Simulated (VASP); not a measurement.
## WS2: stress against strain

WS2 (2H layered, P6_3/mmc, 20.346 Å³/atom and stress up to 0.14 GPa in the relaxed cell, c along z) under an equal strain ε along x and y, with z held. PBE in VASP (plane waves, PAW), 480 eV, 12×12×4 Γ-centred mesh, Gaussian smearing 0.05 eV; ions are relaxed, or left where forces stay under 0.02 eV/Å, within the symmetry of each cell. Against the start cell, which lies near the measured one, the relaxed cell differs by 15.3 % in volume and 12.5 % in c; the values below rest on it. Stress is positive for a compressed cell.

Here s stands for strain and y for stress xx.

| strain (%) | stress xx (GPa) |
|---|---|
| -1.50 | 3.97 |
| -1.00 | 2.56 |
| -0.50 | 1.22 |
| 0.00 | -0.14 |
| 0.50 | -1.34 |
| 1.00 | -2.54 |
| 1.50 | -3.69 |
| 3.00 | ? |

Taking a straight line for y over the 7 complete rows: Means: s 0, y 0.006. About the means, the sum of products is -17.870 and the sum of squares of s is 7.0000; the slope is their ratio. Least squares gives y = 0.006 - 2.5529·s. Residuals (row less fit): 0.135, 0.001, -0.062, -0.146, -0.070, 0.007, 0.133; standard error 0.115 (degrees of freedom: 5). The slope gives the elastic constants C11 + C12 = 255 ± 4 GPa (± standard error of the fit, which holds the terms cut off).

Q: What does the fit predict for y at s = 3.00, and how far is the calculated value from it?

A: y = 0.006 - 2.5529 × 3.0 = -7.653 GPa. The calculation gives -6.88 GPa, 0.773 GPa above the prediction (7.1 % of the range of y in the table). The row lies outside the fitted rows, so this is an extrapolation. From the scatter of the fitted rows alone, a prediction at this place has a standard error of 0.179 GPa, so the miss is 4.3 times that.

A polynomial of degree 2 through the 12 other runs of the series gives -6.83 there, so most of the miss is curvature that the fit leaves out. Spin-orbit coupling is left out, which can shift these values for the heavy elements here. For WS2: without a dispersion term in the relaxation, distances and binding between the weakly bound layers, chains or molecules are unreliable, and so is what depends on them. Rows are the converged runs of the series near zero and its far end, less any whose ions stayed unrelaxed beside relaxed ones; series whose fitted rows scatter by over a few per cent of the range, as at a crossing or softening among them, aren't shown in this form. Most that stay on the fit to the last digits aren't either.
